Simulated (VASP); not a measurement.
Computed with MS2 meta-GGA, VASP's PBE PAW potentials (set 64) (plane waves; VASP).

The input files of a VASP run:

### INCAR
```
SYSTEM  =  LiH
PREC  =  Accurate; ENCUT  =  520; LREAL  =  .FALSE.
LASPH  =  .TRUE.
EDIFF  =  1E-7; NELM  =  100; ALGO  =  Normal
LMIXTAU  =  .TRUE.
ISMEAR  =  0; SIGMA  =  0.05
METAGGA  =  MS2
ISIF  =  2
LWAVE  =  .FALSE.; LCHARG  =  .FALSE.
```

File KPOINTS:
```
K-points
0
gamma
 11 11 11
0 0 0
```

File POSCAR:
```
LiH
1
    0.0000000000     1.9298113903     1.9298113903
    1.9298113903     0.0000000000     1.9298113903
    1.9298113903     1.9298113903     0.0000000000
Li H
1 1
Direct
  0.0000000000   0.0000000000   0.0000000000
  0.5000000000   0.5000000000   0.5000000000
```

POTCAR, in this order: Li_sv H (PBE.64 set). Program: vasp_std.

Output

OSZICAR:
```
       N       E                     dE             d eps       ncg     rms          rms(c)
DAV:   1    -0.506704150663E+01   -0.50670E+01   -0.14341E+03   690   0.581E+02
DAV:   2    -0.896512781227E+01   -0.38981E+01   -0.38981E+01   942   0.617E+01
DAV:   3    -0.903475681838E+01   -0.69629E-01   -0.69629E-01   810   0.722E+00
DAV:   4    -0.903518522392E+01   -0.42841E-03   -0.42841E-03   900   0.556E-01
DAV:   5    -0.903518772690E+01   -0.25030E-05   -0.25030E-05   828   0.287E-02    0.285E+00
DAV:   6    -0.711644220435E+01    0.19187E+01   -0.56047E-01   798   0.786E+00    0.163E+00
DAV:   7    -0.731091915605E+01   -0.19448E+00   -0.70277E-01   738   0.630E+00    0.557E-01
DAV:   8    -0.738291226716E+01   -0.71993E-01   -0.49921E-01   732   0.577E+00    0.336E-01
DAV:   9    -0.738115862427E+01    0.17536E-02   -0.12410E-02   846   0.140E+00    0.372E-01
DAV:  10    -0.745586202785E+01   -0.74703E-01   -0.15223E-01   672   0.509E+00    0.243E-01
DAV:  11    -0.738693885435E+01    0.68923E-01   -0.16791E-01   672   0.439E+00    0.443E-01
DAV:  12    -0.739148246001E+01   -0.45436E-02   -0.24177E-02   672   0.145E+00    0.171E-01
DAV:  13    -0.739019280658E+01    0.12897E-02   -0.18262E-03   678   0.509E-01    0.789E-02
DAV:  14    -0.739155508355E+01   -0.13623E-02   -0.21165E-03   672   0.488E-01    0.341E-02
DAV:  15    -0.739043593598E+01    0.11191E-02   -0.12704E-03   672   0.423E-01    0.776E-03
DAV:  16    -0.739043312321E+01    0.28128E-05   -0.61400E-05   690   0.969E-02    0.773E-03
DAV:  17    -0.739044086019E+01   -0.77370E-05   -0.36529E-06   840   0.231E-02    0.330E-03
DAV:  18    -0.739044338122E+01   -0.25210E-05   -0.21814E-06   690   0.183E-02    0.877E-04
DAV:  19    -0.739044495824E+01   -0.15770E-05   -0.17058E-07   738   0.611E-03    0.278E-04
DAV:  20    -0.739044447985E+01    0.47839E-06   -0.11868E-07   678   0.518E-03    0.170E-04
DAV:  21    -0.739044480864E+01   -0.32879E-06   -0.20309E-08   738   0.202E-03    0.108E-04
DAV:  22    -0.739044479160E+01    0.17038E-07   -0.41612E-10   342   0.320E-04
   1 F= -.73904448E+01 E0= -.73904448E+01  d E =-.547339E-17
```

OUTCAR:
```
------------------------ aborting loop because EDIFF is reached ----------------------------------------
  FORCE on cell =-STRESS in cart. coord.  units (eV):
  Direction    XX          YY          ZZ          XY          YZ          ZX
  --------------------------------------------------------------------------------------
  Total        0.2675474      0.2675474      0.2675474     -0.0000000     -0.0000000     -0.0000000
  in kB       29.8219931     29.8219931     29.8219931     -0.0000000     -0.0000000     -0.0000000
  external PRESSURE =      29.8219931 kB  Pullay stress =       0.0000000 kB
  volume of cell :       14.37
      direct lattice vectors                 reciprocal lattice vectors
     0.000000000  1.929811390  1.929811390    -0.259092677  0.259092677  0.259092677
     1.929811390  0.000000000  1.929811390     0.259092677 -0.259092677  0.259092677
     1.929811390  1.929811390  0.000000000     0.259092677  0.259092677 -0.259092677
  FREE ENERGIE OF THE ION-ELECTRON SYSTEM (eV)
  ---------------------------------------------------
  free  energy   TOTEN  =        -7.3904447916 eV

  energy  without entropy=       -7.3904447916  energy(sigma->0) =       -7.39044479
```
(Selected blocks of OUTCAR.)

The compound is LiH in the rock salt structure. This cell is one point of a volume scan, at 0.94 of the reference volume.
